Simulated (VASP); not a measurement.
A convergence study with VASP on CoSi2 (fluorite): one setting is varied, all else stays as given below, so the limit is that of these other settings. Each run relaxes cell and ions; the cell shown is the tightest run's result. The basis is that of the starting cell, so low cut-offs carry a Pulay error.

```xyz
3
Lattice="0.0000 2.6790 2.6790 2.6790 0.0000 2.6790 2.6790 2.6790 0.0000" Properties=species:S:1:pos:R:3 pbc="T T T"
Co     0.0000     0.0000     0.0000
Si     1.3395     1.3395     1.3395
Si     4.0184     4.0184     4.0184
```

Computed with PBE GGA, VASP's PBE PAW potentials (set 64) (plane waves; VASP). The tightest run used: 700 eV cut-off, 8×8×8 Γ-centred mesh, first-order Methfessel-Paxton smearing of 0.10 eV, potentials Co Si.

The reference is ENCUT = 700, which took about 30 core-seconds. Times come from single runs on busy shared machines, so they are rough: good to a factor of about 2.

**Question.** Of the settings ENCUT = 200; ENCUT = 250; ENCUT = 300; ENCUT = 350; ENCUT = 400; ENCUT = 450; ENCUT = 500; ENCUT = 550; ENCUT = 600; ENCUT = 650; ENCUT = 700, which is the lowest that keeps the difference from the reference in relaxed volume (Å³/atom) within 0.1 from there on, and what does it cost?

**Answer.** ENCUT = 300; its cost over the reference is about 1/3.
```csv
setting,difference in relaxed volume (Å³/atom),cost over the reference
ENCUT = 200,1.086,within a factor of 2
ENCUT = 250,0.209,about 1/3
ENCUT = 300,0.016,about 1/3
ENCUT = 350,0.015,within a factor of 2
ENCUT = 400,0.012,within a factor of 2
ENCUT = 450,0.003,within a factor of 2
ENCUT = 500,0.000,within a factor of 2
ENCUT = 550,0.001,within a factor of 2
ENCUT = 600,0.002,within a factor of 2
ENCUT = 650,0.001,within a factor of 2
ENCUT = 700,0.000,reference
```

Left out are rungs that failed or repeat a setting and relaxations that didn't move; long series are thinned to 24 rows.

The compound is CoSi2 in the fluorite structure. The run is not spin-polarised, so no magnetic state was tried. The electron count is odd and the run is not spin-polarised, which forces a metal.
